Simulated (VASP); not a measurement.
A convergence study with VASP on Cu$_{2}$O (cuprite): one setting is varied, all else stays as given below, so the limit is that of these other settings.

```
Cu2O
1.0
    4.27000     0.00000     0.00000
    0.00000     4.27000     0.00000
    0.00000     0.00000     4.27000
Cu O
4 2
Direct
  0.75000   0.25000   0.75000
  0.25000   0.75000   0.75000
  0.75000   0.75000   0.25000
  0.25000   0.25000   0.25000
  0.00000   0.00000   0.00000
  0.50000   0.50000   0.50000
```

All values below come from PBE GGA, VASP's PBE PAW potentials (set 64) (plane waves; VASP 6.6.1). The tightest run used: 700 eV cut-off, 14×14×14 Γ-centred mesh, Gaussian smearing of 0.050 eV, potentials Cu O.

| setting | E (eV/atom) | pressure (GPa) | irreducible k-points |
|---|---|---|---|
| 1×1×1 mesh | -3.8086 | 20.72 | 1 |
| 2×2×2 mesh | -4.4818 | 5.08 | 4 |
| 3×3×3 mesh | -4.5405 | 3.28 | 4 |
| 4×4×4 mesh | -4.5442 | 3.14 | 10 |

**Question.** These are the cheaper rows. Estimate the results at 14×14×14 mesh, and how far the last row shown lies from them.

**Answer.** 
```json
[
 {"quantity": "E (eV/atom)", "tightest run": "-4.5462", "last row shown is off by": "0.0020"},
 {"quantity": "pressure (GPa)", "tightest run": "3.00", "last row shown is off by": "0.13"}
]
```

Left out are rungs that failed or repeat a setting and relaxations that didn't move; long series are thinned to 24 rows.

The compound is Cu2O in the cuprite structure. The cell was not relaxed at this level.
